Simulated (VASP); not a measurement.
All values below come from PBE GGA with spin-orbit coupling, VASP's PBE PAW potentials (set 64) (plane waves; VASP 6.6.1).

A VASP calculation is set up with these files.

File KPOINTS_OPT:
```
k-points along high-symmetry lines
5
Line-mode
Reciprocal
  0.000000   0.000000   0.000000 ! GAMMA
 -0.500000   0.500000   0.000000 ! Y

 -0.500000   0.500000   0.000000 ! Y
 -0.337048   0.662952   0.000000 ! C_0

  0.337048   0.337048   0.000000 ! SIGMA_0
  0.000000   0.000000   0.000000 ! GAMMA

  0.000000   0.000000   0.000000 ! GAMMA
  0.000000   0.000000   0.500000 ! Z

  0.000000   0.000000   0.500000 ! Z
  0.337048   0.337048   0.500000 ! A_0

 -0.337048   0.662952   0.500000 ! E_0
 -0.500000   0.500000   0.500000 ! T

 -0.500000   0.500000   0.500000 ! T
 -0.500000   0.500000   0.000000 ! Y

  0.000000   0.000000   0.000000 ! GAMMA
 -0.000000   0.500000   0.000000 ! S

 -0.000000   0.500000   0.000000 ! S
 -0.000000   0.500000   0.500000 ! R

 -0.000000   0.500000   0.500000 ! R
  0.000000   0.000000   0.500000 ! Z

  0.000000   0.000000   0.500000 ! Z
 -0.500000   0.500000   0.500000 ! T
```

### POSCAR
```
Ga
1
    2.2528031802    -3.8735434788     0.0000000000
    2.2528031802     3.8735434788    -0.0000000000
    0.0000000000    -0.0000000000     4.6169923865
Ga
4
Direct
  0.1557018482   0.8442981518   0.9181997469
  0.3442981518   0.6557018482   0.4181997469
  0.6557018482   0.3442981518   0.5818002531
  0.8442981518   0.1557018482   0.0818002531
```

KPOINTS:
```
Automatic mesh
0
Gamma
7 7 6
0 0 0
```

**INCAR**
```
ALGO  =  Normal
EDIFF  =  1E-6
ENCUT  =  400
GGA  =  PE
GGA_COMPAT  =  F
ISMEAR  =  0
LASPH  =  T
LCHARG  =  F
LMAXMIX  =  4
LREAL  =  F
LSORBIT  =  T
LWAVE  =  F
MAGMOM  =  12*0
NELM  =  100
PREC  =  Accurate
SIGMA  =  0.05
SYSTEM  =  Ga
```

POTCAR, in this order: Ga_d (PBE.64 set). Program: vasp_ncl.

What VASP printed:

File OSZICAR:
```
       N       E                     dE             d eps       ncg     rms          rms(c)
DAV:   1     0.440998548097E+03    0.44100E+03   -0.21079E+04  8106   0.273E+03
DAV:   2     0.611859861768E+02   -0.37981E+03   -0.37213E+03  7968   0.641E+02
DAV:   3    -0.774289014994E+01   -0.68929E+02   -0.67106E+02  9136   0.191E+02
DAV:   4    -0.115850613786E+02   -0.38422E+01   -0.37635E+01  8960   0.477E+01
DAV:   5    -0.117204099529E+02   -0.13535E+00   -0.13491E+00  9620   0.971E+00    0.243E+00
DAV:   6    -0.116498583055E+02    0.70552E-01   -0.25480E-01  9750   0.655E+00    0.133E+00
DAV:   7    -0.116372020398E+02    0.12656E-01   -0.53673E-02  9918   0.244E+00    0.326E-01
DAV:   8    -0.116367255406E+02    0.47650E-03   -0.15743E-02  8548   0.143E+00    0.694E-02
DAV:   9    -0.116368713066E+02   -0.14577E-03   -0.12877E-03  9694   0.383E-01    0.484E-02
DAV:  10    -0.116369256962E+02   -0.54390E-04   -0.21094E-04 10484   0.110E-01    0.113E-02
DAV:  11    -0.116369325886E+02   -0.68924E-05   -0.21432E-05  9506   0.409E-02    0.385E-03
DAV:  12    -0.116369324900E+02    0.98578E-07   -0.39569E-06  7754   0.205E-02
   1 F= -.11636932E+02 E0= -.11636218E+02  d E =-.142889E-02  mag=    -0.0000     0.0000     0.0000
       N       E                     dE             ncg
```

**OUTCAR**
```
------------------------ aborting loop because EDIFF is reached ----------------------------------------
  FORCE on cell =-STRESS in cart. coord.  units (eV):
  Direction    XX          YY          ZZ          XY          YZ          ZX
  --------------------------------------------------------------------------------------
  Total        0.0319645      0.0284265     -0.0001550      0.0000000     -0.0000000      0.0000000
  in kB        0.6355617      0.5652147     -0.0030821      0.0000000     -0.0000000      0.0000000
  external PRESSURE =       0.3992315 kB  Pullay stress =       0.0000000 kB
  volume of cell :       80.58
      direct lattice vectors                 reciprocal lattice vectors
     2.252803180 -3.873543479  0.000000000     0.221945709 -0.129080776  0.000000000
     2.252803180  3.873543479  0.000000000     0.221945709  0.129080776  0.000000000
     0.000000000  0.000000000  4.616992386     0.000000000  0.000000000  0.216591217
 POSITION                                       TOTAL-FORCE (eV/Angst)
 -----------------------------------------------------------------------------------
      2.25280      2.66731      4.23932         0.000000      0.000786     -0.005639
      2.25280      1.20624      1.93083         0.000000     -0.000786     -0.005639
      2.25280     -1.20624      2.68617         0.000000      0.000786      0.005639
      2.25280     -2.66731      0.37767         0.000000     -0.000786      0.005639
 -----------------------------------------------------------------------------------
    total drift:                                0.000000     -0.000000     -0.000000
  FREE ENERGIE OF THE ION-ELECTRON SYSTEM (eV)
  ---------------------------------------------------
  free  energy   TOTEN  =       -11.6369324900 eV

  energy  without entropy=      -11.6355035977  energy(sigma->0) =      -11.63621804

 Ion:    1  E_soc:     -0.0117347

 Ion:    2  E_soc:     -0.0117347

 Ion:    3  E_soc:     -0.0117347

 Ion:    4  E_soc:     -0.0117347
```
(Selected blocks of OUTCAR.)

The compound is Ga in the alpha structure. It was relaxed first.
